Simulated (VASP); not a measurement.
Computed with PBE GGA, VASP's PBE PAW potentials (set 64) (plane waves; VASP).

A VASP calculation is set up with these files.

KPOINTS:
```
Automatic mesh
0
Gamma
6 6 3
0 0 0
```

POSCAR:
```
MgI2
1
    2.1165000000    -3.6658850000     0.0000000000
    2.1165000000     3.6658850000     0.0000000000
    0.0000000000     0.0000000000     6.9972000000
Mg I
1 2
Direct
  0.0000000000   0.0000000000   0.0000000000
  0.3333330000   0.6666670000   0.2420000000
  0.6666670000   0.3333330000   0.7580000000
```

**INCAR**
```
! general
SYSTEM   =  MgI2
PREC     =  Accurate
ENCUT    =  400   ! plane-wave cut-off (eV)
LREAL    =  .FALSE.   ! projection in real space or not
LASPH    =  .TRUE.   ! aspherical one-centre terms

! electronic loop
EDIFF    =  1E-6
NELM     =  100   ! most electronic steps
ALGO     =  Normal
LMAXMIX  =  4

! smearing
ISMEAR   =  1   ! Methfessel-Paxton
SIGMA    =  0.1   ! width (eV)

! functional
GGA      =  PE

! ions
ISIF     =  2

! output
LWAVE    =  .FALSE.
LCHARG   =  .FALSE.
```

POTCAR, in this order: Mg I (PBE.64 set). Program: vasp_std.

The resulting files:

File OUTCAR:
```
 ion  position               nearest neighbor table
   1  0.000  0.000  0.000-   2 2.97   3 2.97   3 2.97   2 2.97   3 2.97   2 2.97
   2  0.333  0.667  0.242-   1 2.97   1 2.97   1 2.97
   3  0.667  0.333  0.758-   1 2.97   1 2.97   1 2.97
  LATTYP: Found a hexagonal cell.
 ALAT       =     4.2329995374
 C/A-ratio  =     1.6530122289
 Subroutine PRICEL returns:
 Original cell was already a primitive cell.
 Subroutine GETGRP returns: Found 12 space group operations
The static configuration has the point symmetry D_3d.
The dynamic configuration has the point symmetry D_3d.
 Subroutine INISYM returns: Found 12 space group operations
 Subroutine IBZKPT returns following result:
 Found     17 irreducible k-points:

 Following reciprocal coordinates:
            Coordinates               Weight
  0.000000  0.000000  0.000000      1.000000
  0.166667  0.000000  0.000000      6.000000
  0.333333 -0.000000  0.000000      6.000000
  0.500000  0.000000  0.000000      3.000000
  0.166667  0.166667  0.000000      6.000000
  0.333333  0.166667  0.000000     12.000000
  0.333333  0.333333  0.000000      2.000000
  0.000000  0.000000  0.333333      2.000000
  0.166667  0.000000  0.333333      6.000000
  0.000000  0.166667  0.333333      6.000000
  0.333333 -0.000000  0.333333      6.000000
 -0.000000  0.333333  0.333333      6.000000
  0.500000  0.000000  0.333333      6.000000
  0.166667  0.166667  0.333333     12.000000
  0.333333  0.166667  0.333333     12.000000
 -0.166667  0.500000  0.333333     12.000000
  0.333333  0.333333  0.333333      4.000000
   k-points           NKPTS =     17   k-points in BZ     NKDIM =     17   number of bands    NBANDS=     12
   number of dos      NEDOS =    301   number of ions     NIONS =      3
   total plane-waves  NPLWV =  37632
   dimension x,y,z NGX =    28 NGY =   28 NGZ =   48
   dimension x,y,z NGXF=    56 NGYF=   56 NGZF=   96
...
```

### OSZICAR
```
       N       E                     dE             d eps       ncg     rms          rms(c)
DAV:   1     0.723003176794E+02    0.72300E+02   -0.50069E+03   408   0.833E+02
DAV:   2    -0.227431143594E+01   -0.74575E+02   -0.69536E+02   580   0.140E+02
DAV:   3    -0.778643249273E+01   -0.55121E+01   -0.54935E+01   516   0.456E+01
DAV:   4    -0.788942970147E+01   -0.10300E+00   -0.10297E+00   564   0.794E+00
DAV:   5    -0.789075850022E+01   -0.13288E-02   -0.13287E-02   508   0.879E-01    0.373E+00
DAV:   6    -0.773939509075E+01    0.15136E+00   -0.17268E-01   456   0.229E+00    0.262E+00
DAV:   7    -0.770980634322E+01    0.29589E-01   -0.14554E-01   452   0.213E+00    0.806E-01
DAV:   8    -0.770826307524E+01    0.15433E-02   -0.95461E-03   460   0.612E-01    0.254E-01
DAV:   9    -0.770841188072E+01   -0.14881E-03   -0.11890E-03   500   0.251E-01    0.945E-02
DAV:  10    -0.770839943922E+01    0.12442E-04   -0.30455E-05   500   0.466E-02    0.514E-02
DAV:  11    -0.770840284827E+01   -0.34090E-05   -0.14944E-05   472   0.292E-02    0.221E-02
DAV:  12    -0.770840377179E+01   -0.92353E-06   -0.14608E-06   384   0.879E-03
   1 F= -.77084038E+01 E0= -.77089334E+01  d E =0.158890E-02
```

### OUTCAR
```
------------------------ aborting loop because EDIFF is reached ----------------------------------------
  FORCE on cell =-STRESS in cart. coord.  units (eV):
  Direction    XX          YY          ZZ          XY          YZ          ZX
  --------------------------------------------------------------------------------------
  Total       -0.3540872     -0.3540871     -0.1951119     -0.0000000      0.0000000      0.0000000
  in kB       -5.2247968     -5.2247952     -2.8790090     -0.0000000      0.0000000      0.0000000
  external PRESSURE =      -4.4428670 kB  Pullay stress =       0.0000000 kB
  volume of cell :      108.58
      direct lattice vectors                 reciprocal lattice vectors
     2.116500000 -3.665885000  0.000000000     0.236239074 -0.136392713  0.000000000
     2.116500000  3.665885000  0.000000000     0.236239074  0.136392713  0.000000000
     0.000000000  0.000000000  6.997200000     0.000000000  0.000000000  0.142914309
 POSITION                                       TOTAL-FORCE (eV/Angst)
 -----------------------------------------------------------------------------------
      0.00000      0.00000      0.00000        -0.000000      0.000000     -0.000000
      2.11650      1.22196      1.69332         0.000000     -0.000000     -0.221135
      2.11650     -1.22196      5.30388         0.000000      0.000000      0.221135
 -----------------------------------------------------------------------------------
    total drift:                               -0.000000     -0.000000      0.000000
  FREE ENERGIE OF THE ION-ELECTRON SYSTEM (eV)
  ---------------------------------------------------
  free  energy   TOTEN  =        -7.7084037718 eV

  energy  without entropy=       -7.7099926679  energy(sigma->0) =       -7.70893340
```
(Selected blocks of OUTCAR.)

The compound is MgI2 in the 1T layered structure. The cell was not relaxed at this level. The run is one of a series of settings (ISMEAR = 1, SIGMA = 0.1 against the base run), some of them coarse on purpose.
